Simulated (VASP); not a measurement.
These are PBE GGA, VASP's PBE PAW potentials (set 64) (plane waves; VASP 6.6.1) values and carry that method's errors.

Input for VASP

**INCAR**
```
EDIFFG=-0.02   # ionic stop
ISIF=3   # ions, shape and volume
NSW=40   # most ionic steps
ALGO=Normal   # blocked Davidson
PREC=Accurate
IBRION=2
LREAL=F   # projection in real space or not
LCHARG=F
GGA=PE   # PBE
EDIFF=1E-6   # SCF stop (eV)
LASPH=T   # aspherical one-centre terms
ISMEAR=0   # Gaussian
SYSTEM=PtSe2
SIGMA=0.05   # width (eV)
LMAXMIX=6
NELM=100
ENCUT=500   # plane-wave cut-off (eV)
PSTRESS=50
LWAVE=F
```

### POSCAR
```
PtSe2
1
    1.8768380102    -3.2507790388     0.0000000000
    1.8768380102     3.2507790388     0.0000000000
    0.0000000000     0.0000000000     6.1941736059
Pt Se
1 2
Direct
  0.0000000000   0.0000000000   0.0000000000
  0.3333330000   0.6666670000   0.2107674954
  0.6666670000   0.3333330000   0.7892325046
```

**KPOINTS**
```
Automatic mesh
0
Gamma
7 7 4
0 0 0
```

POTCAR, in this order: Pt Se (PBE.64 set). Program: vasp_std.

The run wrote:

### OSZICAR
```
...
   6 F= -.12221860E+02 E0= -.12221556E+02  d E =-.222211E+00
       N       E                     dE             d eps       ncg     rms          rms(c)
DAV:   1    -0.141773052928E+02   -0.49142E-01   -0.28851E+00   840   0.113E+01    0.101E+00
DAV:   2    -0.141692943794E+02    0.80109E-02   -0.11062E-01   917   0.228E+00    0.470E-01
DAV:   3    -0.141650931368E+02    0.42012E-02   -0.11915E-02   994   0.767E-01    0.201E-01
DAV:   4    -0.141649206375E+02    0.17250E-03   -0.13395E-03   973   0.251E-01    0.798E-02
DAV:   5    -0.141649035202E+02    0.17117E-04   -0.96137E-05   938   0.890E-02    0.406E-02
DAV:   6    -0.141649020582E+02    0.14621E-05   -0.38223E-05   973   0.559E-02    0.112E-02
DAV:   7    -0.141649020268E+02    0.31350E-07   -0.19758E-06   735   0.150E-02
   7 F= -.12253521E+02 E0= -.12252711E+02  d E =-.316610E-01
       N       E                     dE             d eps       ncg     rms          rms(c)
DAV:   1    -0.142246848602E+02   -0.59783E-01   -0.83923E+00   840   0.192E+01    0.164E+00
DAV:   2    -0.142037193354E+02    0.20966E-01   -0.32424E-01   931   0.385E+00    0.753E-01
DAV:   3    -0.141921447088E+02    0.11575E-01   -0.32070E-02   959   0.125E+00    0.328E-01
DAV:   4    -0.141916903163E+02    0.45439E-03   -0.34030E-03   987   0.404E-01    0.142E-01
DAV:   5    -0.141916453039E+02    0.45012E-04   -0.19847E-04   980   0.105E-01    0.493E-02
DAV:   6    -0.141916521716E+02   -0.68677E-05   -0.51638E-05   980   0.587E-02    0.154E-02
DAV:   7    -0.141916517843E+02    0.38731E-06   -0.43412E-06   901   0.224E-02
   8 F= -.12272908E+02 E0= -.12271601E+02  d E =-.510483E-01
       N       E                     dE             d eps       ncg     rms          rms(c)
DAV:   1    -0.142394281098E+02   -0.47776E-01   -0.28817E+00   868   0.123E+01    0.132E+00
DAV:   2    -0.142052256340E+02    0.34202E-01   -0.22539E-01   882   0.479E+00    0.691E-01
DAV:   3    -0.141970189324E+02    0.82067E-02   -0.18666E-02   959   0.151E+00    0.289E-01
DAV:   4    -0.141949581322E+02    0.20608E-02   -0.11408E-02   917   0.684E-01    0.120E-01
DAV:   5    -0.141949549804E+02    0.31518E-05   -0.78136E-04   924   0.231E-01    0.669E-02
DAV:   6    -0.141949520519E+02    0.29285E-05   -0.97152E-05   980   0.103E-01    0.241E-02
DAV:   7    -0.141949556966E+02   -0.36447E-05   -0.11686E-05   987   0.294E-02    0.650E-03
DAV:   8    -0.141949558062E+02   -0.10959E-06   -0.12189E-06   693   0.941E-03
   9 F= -.12296371E+02 E0= -.12295356E+02  d E =-.234625E-01
       N       E                     dE             d eps       ncg     rms          rms(c)
DAV:   1    -0.145823915660E+02   -0.38744E+00   -0.27414E+01   854   0.381E+01    0.403E+00
DAV:   2    -0.142601777196E+02    0.32221E+00   -0.21997E+00   903   0.143E+01    0.206E+00
DAV:   3    -0.141834514162E+02    0.76726E-01   -0.20416E-01   917   0.474E+00    0.894E-01
DAV:   4    -0.141638736947E+02    0.19578E-01   -0.98288E-02   903   0.209E+00    0.352E-01
DAV:   5    -0.141639639525E+02   -0.90258E-04   -0.58572E-03   938   0.599E-01    0.205E-01
DAV:   6    -0.141639901083E+02   -0.26156E-04   -0.59137E-04   938   0.223E-01    0.751E-02
DAV:   7    -0.141640265111E+02   -0.36403E-04   -0.87961E-05  1008   0.689E-02    0.194E-02
DAV:   8    -0.141640278573E+02   -0.13462E-05   -0.72279E-06   945   0.225E-02    0.545E-03
DAV:   9    -0.141640277434E+02    0.11394E-06   -0.55518E-07   497   0.532E-03
  10 F= -.12329371E+02 E0= -.12329094E+02  d E =-.564625E-01
       N       E                     dE             d eps       ncg     rms          rms(c)
DAV:   1    -0.141890254301E+02   -0.24998E-01   -0.85062E-01   847   0.676E+00    0.763E-01
DAV:   2    -0.141788110186E+02    0.10214E-01   -0.71413E-02   882   0.266E+00    0.399E-01
DAV:   3    -0.141762300982E+02    0.25809E-02   -0.59632E-03   945   0.828E-01    0.166E-01
DAV:   4    -0.141755564637E+02    0.67363E-03   -0.37057E-03   882   0.393E-01    0.620E-02
DAV:   5    -0.141755537542E+02    0.27095E-05   -0.24487E-04   896   0.127E-01    0.380E-02
DAV:   6    -0.141755540889E+02   -0.33476E-06   -0.35453E-05   959   0.621E-02    0.125E-02
DAV:   7    -0.141755549145E+02   -0.82555E-06   -0.43346E-06   857   0.197E-02
  11 F= -.12329459E+02 E0= -.12329154E+02  d E =-.565505E-01
       N       E                     dE             d eps       ncg     rms          rms(c)
DAV:   1    -0.141907835130E+02   -0.15229E-01   -0.72616E-01   868   0.719E+00    0.113E+00
DAV:   2    -0.141711232651E+02    0.19660E-01   -0.13206E-01   889   0.378E+00    0.642E-01
DAV:   3    -0.141663308578E+02    0.47924E-02   -0.12693E-02   903   0.121E+00    0.275E-01
DAV:   4    -0.141653604044E+02    0.97045E-03   -0.53799E-03   875   0.430E-01    0.921E-02
DAV:   5    -0.141653384864E+02    0.21918E-04   -0.21668E-04   938   0.144E-01    0.668E-02
DAV:   6    -0.141653496480E+02   -0.11162E-04   -0.39413E-05  1029   0.539E-02    0.880E-03
DAV:   7    -0.141653496373E+02    0.10714E-07   -0.26526E-06   722   0.167E-02
  12 F= -.12343800E+02 E0= -.12343434E+02  d E =-.143414E-01
       N       E                     dE             d eps       ncg     rms          rms(c)
DAV:   1    -0.141610870361E+02    0.42626E-02   -0.73659E-02   868   0.230E+00    0.358E-01
DAV:   2    -0.141590976190E+02    0.19894E-02   -0.13272E-02   889   0.121E+00    0.209E-01
DAV:   3    -0.141586237672E+02    0.47385E-03   -0.12102E-03   903   0.380E-01    0.940E-02
DAV:   4    -0.141585298850E+02    0.93882E-04   -0.56473E-04   875   0.138E-01    0.294E-02
DAV:   5    -0.141585273177E+02    0.25674E-05   -0.25681E-05   945   0.493E-02    0.216E-02
DAV:   6    -0.141585289989E+02   -0.16812E-05   -0.46636E-06   966   0.194E-02    0.279E-03
DAV:   7    -0.141585289674E+02    0.31538E-07   -0.35830E-07   420   0.647E-03
  13 F= -.12344753E+02 E0= -.12344361E+02  d E =-.152942E-01
       N       E                     dE             d eps       ncg     rms          rms(c)
DAV:   1    -0.141639431077E+02   -0.54141E-02   -0.42219E-02   840   0.152E+00    0.129E-01
DAV:   2    -0.141635594441E+02    0.38366E-03   -0.16929E-03  1001   0.322E-01    0.652E-02
DAV:   3    -0.141634706421E+02    0.88802E-04   -0.23108E-04   974   0.109E-01    0.260E-02
DAV:   4    -0.141634613051E+02    0.93370E-05   -0.58219E-05   952   0.689E-02    0.170E-02
DAV:   5    -0.141634611889E+02    0.11622E-06   -0.31920E-06   818   0.155E-02
  14 F= -.12347059E+02 E0= -.12346644E+02  d E =-.230579E-02
       N       E                     dE             d eps       ncg     rms          rms(c)
DAV:   1    -0.141796248017E+02   -0.16163E-01   -0.37895E-01   847   0.454E+00    0.386E-01
DAV:   2    -0.141761696923E+02    0.34551E-02   -0.15155E-02   994   0.967E-01    0.196E-01
DAV:   3    -0.141753705808E+02    0.79911E-03   -0.20664E-03   974   0.328E-01    0.786E-02
DAV:   4    -0.141752841336E+02    0.86447E-04   -0.52641E-04   952   0.207E-01    0.511E-02
DAV:   5    -0.141752831439E+02    0.98971E-06   -0.28734E-05   952   0.462E-02    0.219E-02
DAV:   6    -0.141752851083E+02   -0.19644E-05   -0.57395E-06  1008   0.173E-02    0.401E-03
DAV:   7    -0.141752852035E+02   -0.95209E-07   -0.45974E-07   420   0.519E-03
  15 F= -.12351045E+02 E0= -.12350568E+02  d E =-.629233E-02
       N       E                     dE             d eps       ncg     rms          rms(c)
DAV:   1    -0.141794960153E+02   -0.42109E-02   -0.61350E-02   847   0.183E+00    0.155E-01
DAV:   2    -0.141789320551E+02    0.56396E-03   -0.24298E-03   994   0.384E-01    0.775E-02
DAV:   3    -0.141788002416E+02    0.13181E-03   -0.33902E-04   981   0.132E-01    0.310E-02
DAV:   4    -0.141787871048E+02    0.13137E-04   -0.80329E-05   938   0.814E-02    0.204E-02
DAV:   5    -0.141787868652E+02    0.23953E-06   -0.46119E-06   910   0.185E-02
  16 F= -.12351412E+02 E0= -.12350912E+02  d E =-.665861E-02
```

OUTCAR:
```
------------------------ aborting loop because EDIFF is reached ----------------------------------------
  FORCE on cell =-STRESS in cart. coord.  units (eV):
  Direction    XX          YY          ZZ          XY          YZ          ZX
  --------------------------------------------------------------------------------------
  Total        1.8225679      1.8225687      1.7852211     -0.0000000      0.0000000      0.0000000
  in kB       49.8684600     49.8684809     48.8465892     -0.0000000      0.0000000      0.0000000
  external PRESSURE =      -0.4721566 kB  Pullay stress =      50.0000000 kB
  volume of cell :       58.56
      direct lattice vectors                 reciprocal lattice vectors
     1.882533117 -3.260643687  0.000000000     0.265599577 -0.153343955 -0.000000000
     1.882533117  3.260643687 -0.000000000     0.265599577  0.153343955  0.000000000
    -0.000000000 -0.000000000  4.769714417     0.000000000  0.000000000  0.209656158
 POSITION                                       TOTAL-FORCE (eV/Angst)
 -----------------------------------------------------------------------------------
      0.00000      0.00000      0.00000        -0.000000      0.000000      0.000000
      1.88253      1.08688      1.27906        -0.000000     -0.000000      0.003706
      1.88253     -1.08688      3.49066         0.000000      0.000000     -0.003706
 -----------------------------------------------------------------------------------
    total drift:                                0.000000     -0.000000      0.000000
  FREE ENERGIE OF THE ION-ELECTRON SYSTEM (eV)
  ---------------------------------------------------
  free  energy   TOTEN  =       -14.1787868652 eV

  energy  without entropy=      -14.1777884195  energy(sigma->0) =      -14.17828764
  enthalpy is  TOTEN    =       -12.3514115146 eV   P V=        1.8273753507

 reached required accuracy - stopping structural energy minimisation
```
(Selected blocks of OUTCAR.)

CONTCAR:
```
PtSe2
   1.00000000000000
     1.8825331173831288   -3.2606436873305853    0.0000000000000000
     1.8825331173831288    3.2606436873305853   -0.0000000000000001
    -0.0000000000000000   -0.0000000000000001    4.7697144166374974
  Pt              Se
     1     2
Direct
     0.0000000000000000    0.0000000000000000    0.0000000000000000
     0.3333330000000032    0.6666669999999968    0.2681621649285288
     0.6666669999999968    0.3333330000000032    0.7318378350714713
```

Energy and stress use the plane-wave basis of the starting cell. Without a dispersion term in the relaxation, distances and binding between the weakly bound layers, chains or molecules are unreliable, and so is what depends on them.

The compound is PtSe2 in the 1T layered structure. This run relaxes it under an external pressure of 5 GPa. Symmetry was kept, so distortions that lower it aren't found. The k-mesh is coarse (spacing up to 0.33 per Å, 2π included), so the numbers may not be converged in it.
